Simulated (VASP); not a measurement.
All values below come from PBE GGA, VASP's PBE PAW potentials (set 64) (plane waves; VASP 6.6.1).

VASP input:

File POSCAR:
```
TeRu
1
   -1.7860960000     1.7860960000     6.0468420000
    1.7860960000    -1.7860960000     6.0468420000
    1.7860960000     1.7860960000    -6.0468420000
Ru Te
2 2
Direct
  0.7500000000   0.7500000000   0.0000000000
  0.5000000000   0.0000000000   0.5000000000
  0.1660000000   0.1660000000   0.0000000000
  0.9160000000   0.4160000000   0.5000000000
```

KPOINTS:
```
Automatic
0
gamma
8 8 8
```

### INCAR
```
SYSTEM = TeRu
PREC = Accurate
ENCUT = 475
EDIFF = 1E-6
NELM = 100
ALGO = Normal
LREAL = .FALSE.
LASPH = .TRUE.
ISMEAR = 0
SIGMA = 0.05
GGA = PE
LMAXMIX = 4
LWAVE = .FALSE.
LCHARG = .FALSE.
ISIF = 2
```

POTCAR, in this order: Ru_pv Te (PBE.64 set). Program: vasp_std.

The run wrote:

### OSZICAR
```
       N       E                     dE             d eps       ncg     rms          rms(c)
DAV:   1     0.324643004615E+03    0.32464E+03   -0.21475E+04  3200   0.149E+03
DAV:   2    -0.111469760655E+02   -0.33579E+03   -0.33151E+03  3320   0.400E+02
DAV:   3    -0.232384314823E+02   -0.12091E+02   -0.11922E+02  3600   0.721E+01
DAV:   4    -0.234328933878E+02   -0.19446E+00   -0.19436E+00  3112   0.881E+00
DAV:   5    -0.234375057520E+02   -0.46124E-02   -0.46121E-02  3720   0.135E+00    0.154E+01
DAV:   6    -0.232325701735E+02    0.20494E+00   -0.36634E-01  3184   0.482E+00    0.828E+00
DAV:   7    -0.231799139235E+02    0.52656E-01   -0.28394E-01  2992   0.233E+00    0.186E+00
DAV:   8    -0.231642845308E+02    0.15629E-01   -0.95816E-02  3104   0.236E+00    0.105E+00
DAV:   9    -0.231644084721E+02   -0.12394E-03   -0.27189E-03  3288   0.293E-01    0.841E-01
DAV:  10    -0.231637977390E+02    0.61073E-03   -0.43235E-03  2928   0.545E-01    0.387E-01
DAV:  11    -0.231636313348E+02    0.16640E-03   -0.29006E-04  3104   0.110E-01    0.291E-01
DAV:  12    -0.231636226073E+02    0.87275E-05   -0.27859E-05  3136   0.290E-02    0.158E-01
DAV:  13    -0.231636138308E+02    0.87765E-05   -0.59250E-06  2840   0.156E-02    0.108E-01
DAV:  14    -0.231636073103E+02    0.65206E-05   -0.63280E-06  2880   0.138E-02    0.605E-02
DAV:  15    -0.231636053635E+02    0.19468E-05   -0.19377E-06  1520   0.801E-03    0.335E-02
DAV:  16    -0.231636046615E+02    0.70201E-06   -0.13606E-06  1464   0.544E-03
   1 F= -.23163605E+02 E0= -.23160481E+02  d E =-.624785E-02
```

### OUTCAR
```
------------------------ aborting loop because EDIFF is reached ----------------------------------------
  FORCE on cell =-STRESS in cart. coord.  units (eV):
  Direction    XX          YY          ZZ          XY          YZ          ZX
  --------------------------------------------------------------------------------------
  Total        1.9029791      1.9029791      0.3334028      0.0000000      0.0000000      0.0000000
  in kB       39.5135814     39.5135814      6.9227981      0.0000000      0.0000000      0.0000000
  external PRESSURE =      28.6499870 kB  Pullay stress =       0.0000000 kB
  volume of cell :       77.16
      direct lattice vectors                 reciprocal lattice vectors
    -1.786096000  1.786096000  6.046842000     0.000000000  0.279940160  0.082687790
     1.786096000 -1.786096000  6.046842000     0.279940160  0.000000000  0.082687790
     1.786096000  1.786096000 -6.046842000     0.279940160  0.279940160  0.000000000
 POSITION                                       TOTAL-FORCE (eV/Angst)
 -----------------------------------------------------------------------------------
      0.00000      0.00000      9.07026         0.000000     -0.000000     -0.028491
      0.00000      1.78610      0.00000        -0.000000      0.000000     -0.028491
      0.00000      0.00000      2.00755         0.000000      0.000000      0.028491
      0.00000      1.78610      5.03097         0.000000      0.000000      0.028491
 -----------------------------------------------------------------------------------
    total drift:                               -0.000000     -0.000000     -0.001858
  FREE ENERGIE OF THE ION-ELECTRON SYSTEM (eV)
  ---------------------------------------------------
  free  energy   TOTEN  =       -23.1636046615 eV

  energy  without entropy=      -23.1573568067  energy(sigma->0) =      -23.16048073
```
(Selected blocks of OUTCAR.)

### OUTCAR
```
 val. band max:       11.0472688419   @ k =  -0.1250   0.1250   0.1250

 cond. band min:      11.0630803081   @ k =  -0.2500  -0.2500   0.2500


 Fermi energy:        11.0518037759

 k-point     1 :       0.0000    0.0000    0.0000
  band No.  band energies     occupation
      1     -31.3233      2.00000
      2     -31.3233      2.00000
      3     -31.2565      2.00000
      4     -31.2034      2.00000
      5     -31.1554      2.00000
      6     -31.1554      2.00000
      7      -3.4514      2.00000
      8      -1.3105      2.00000
      9       3.5749      2.00000
     10       7.3026      2.00000
     11       7.4500      2.00000
     12       7.4500      2.00000
     13       8.0285      2.00000
     14       8.1755      2.00000
     15       8.2022      2.00000
     16       8.2022      2.00000
     17       9.4432      2.00000
     18       9.6675      2.00000
     19      10.7548      2.00000
     20      11.5865      0.00000
     21      11.5865      0.00000
     22      12.3423      0.00000
     23      12.3423      0.00000
     24      13.2662      0.00000

 k-point     2 :       0.1250    0.0000    0.0000
  band No.  band energies     occupation
      1     -31.3285      2.00000
      2     -31.3228      2.00000
      3     -31.2544      2.00000
      4     -31.2046      2.00000
      5     -31.1597      2.00000
      6     -31.1548      2.00000
      7      -3.2796      2.00000
      8      -1.2713      2.00000
      9       3.7534      2.00000
     10       6.7511      2.00000
     11       7.2779      2.00000
     12       7.3413      2.00000
     13       7.7884      2.00000
     14       8.1231      2.00000
     15       8.1779      2.00000
     16       8.5218      2.00000
     17       9.3396      2.00000
     18       9.6228      2.00000
     19      10.6734      2.00000
     20      11.0822      0.39025
     21      11.7623      0.00000
     22      11.8218      0.00000
     23      12.7888      0.00000
     24      13.2218      0.00000
...
```

Unless said otherwise, spin-orbit coupling is left out, though it shifts the bands of the heavy elements here.

The structure was generated: TeRu was put into the NbAs type (I4_1md), which need not be its known phase. The cell was not relaxed at this level. The k-mesh is coarse (spacing up to 0.31 per Å, 2π included), so the numbers may not be converged in it. The run is one of a series of settings (ENCUT = 475 against the base run), some of them coarse on purpose.
